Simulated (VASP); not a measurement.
Runs of VASP 6.6.1 on Mg6SiB. The structure is orthorhombic, space group Amm2 (No. 38). Conventional cell: a = 3.976 Å, b = 7.783 Å, c = 9.876 Å, α = 90.00°, β = 90.00°, γ = 90.00°. Mg (site symmetry mm2) has 2 Si at 2.76 Å and 8 Mg at 3.03 to 3.16 Å as nearest neighbours. Mg (site symmetry m) is surrounded by 1 B at 2.56 Å and 2 Si at 2.69 Å. Mg (site symmetry mm2) has 2 B at 2.46 Å as nearest neighbours. Si (site symmetry mm2) is surrounded by 8 Mg at 2.69 to 3.04 Å. Mg (site symmetry m) has 2 B at 2.69 Å and 2 Mg at 2.88 to 2.92 Å and 1 Si at 3.04 Å as nearest neighbours. Around B (site symmetry mm2) lie 8 Mg at 2.46 to 2.69 Å. The cell comes from a database or a generator and needn't be the stable form of this composition.

| task | level | potentials or basis | cell | k mesh | cutoff (eV) | smearing | k mesh for the DOS | occupations for the DOS | gap on the mesh (eV) | pressure (GPa) | largest force (eV/Å) |
| --- | --- | --- | --- | --- | --- | --- | --- | --- | --- | --- | --- |
| single point | LDA | VASP PAW LDA potentials, release 54 (Mg, Si, B) | as given | 5 × 5 × 7 | 520 | gaussian 0.1 eV | - | - | none | -3.3 | 0.13 |
| single point | PBE | VASP PAW PBE potentials, release 64 (Si, Mg, B) | atoms moved at random, drawn with an rms of 0.05 Å | 7 × 5 × 5 | 520 | fermi-dirac 0.05 eV | - | - | none | -0.1 | 0.66 |
| electric field gradients | r2SCAN+rVV10 | VASP PAW PBE potentials, release 64 (Si, Mg, B) | atoms moved at random, drawn with an rms of 0.02 Å | 7 × 5 × 5 | 520 | fermi-dirac 0.05 eV | - | - | none | -1.4 | 0.24 |
| single point | LDA | VASP PAW LDA potentials, release 54 (Si, Mg, B) | as given | 7 × 5 × 5 | 520 | gaussian 0.1 eV | - | - | none | -3.3 | 0.13 |
| single point | PBE | VASP PAW PBE potentials, release 64 (Si, Mg, B) | as given | 7 × 5 × 5 | 520 | fermi-dirac 0.05 eV | - | - | none | -0.2 | 0.09 |
| single point | LDA | VASP PAW LDA potentials, release 64 (Mg_pv, Si, B) | as given | 5 × 5 × 7 | 520 | methfessel-paxton 0.1 eV | - | - | none | (a) | 0.13 |

Alike in all rows: no spin polarisation.

Question: Estimate the missing entries.

Answer: (a) -3.0.

Caveats: the PAW data sets were made with another functional, which shifts forces and pressure a little (some runs).

A gap of «none» marks a metal or a gap under the smearing width.

The runs don't all hold the same shells in valence.
